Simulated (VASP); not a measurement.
The system is HPbNO4.

```
H Pb N O
1.0
     3.85404    0.14384    0.09012
    -0.25320    5.52698    0.16471
    -0.48197   -1.92720    5.72025
H Pb N O
1 1 1 4
Direct
  0.10913 0.65718 0.54463
  0.61029 0.52127 0.15100
  0.91580 0.96263 0.95867
  0.01384 0.13639 0.88084
  0.72398 0.01057 0.12858
  0.00389 0.73732 0.87043
  0.11927 0.59324 0.37651
```

The cell was built by a generator and needn't be a form met in nature.

Base run:

```yaml
Program: VASP 6.6.1
Functional: B3LYP
Potentials_or_basis: VASP PAW PBE potentials, release 64 (H, Pb_d, N, O)
Cutoff: 520 eV
k_mesh: 4 × 3 × 3
Occupations: tetrahedron
Spin: no spin polarisation
```

Its results: band gap on the k mesh 4.77 eV, indirect (least direct gap 4.87 eV); pressure -0.6 GPa; largest force 0.422 eV/Å.

The run is repeated on the same cell with these changes: functional from B3LYP to r2SCAN0. What comes out?

Band gap on the k mesh 5.47 eV, indirect (least direct gap 5.59 eV); pressure -4.1 GPa; largest force 1.325 eV/Å.

Caveats: the standard files for N, O and F lose accuracy on very short bonds; the PAW data sets were made with another functional, which shifts forces and pressure a little; spin-orbit coupling is left out, which as a rule narrows the gap of such compounds by several tenths of an eV; an odd mesh through Γ misses points on the zone boundary, where band edges often lie.

Not every run made on this cell is shown here.
